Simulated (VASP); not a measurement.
KF (rock salt):

```xyz
2
Lattice="0.0000 2.6750 2.6750 2.6750 0.0000 2.6750 2.6750 2.6750 0.0000" Properties=species:S:1:pos:R:3 pbc="T T T"
K      0.0000     0.0000     0.0000
F      2.6750     2.6750     2.6750
```

The lowest empty band near Γ, direction [110], from PBE with spin-orbit coupling in VASP (PAW); its two spin partners are averaged. The gap over the points computed is 6.13 eV, and the next band on that side lies 4.52 eV away at the edge.

Run with 520 eV cut-off, 10×10×10 Γ-centred mesh, Gaussian smearing of 0.050 eV, potentials K_sv F.

| distance from the edge in k (1/Å) | distance in energy (meV) |
|---|---|
| 0.025 | 4.3 |
| 0.035 | 8.5 |
| 0.050 | 17.4 |
| 0.070 | 34.1 |

Task: Fit E(1 + αE) = ħ²k²/2m* (ħ²/2m0 = 3.810 eV Å²) and predict the row at 0.095 1/Å.

Result: The rows don't resolve α, so a parabola serves: the electron mass is m* = 0.548 m0, and so 62.8 meV. The run gave 62.6 meV, -0.2 meV from the fit.

Left out are points under 3 meV from the edge, since the levels carry 0.1 meV, and points farther than half the way to the next band.

The compound is KF in the rock salt structure. The cell was not relaxed at this level.
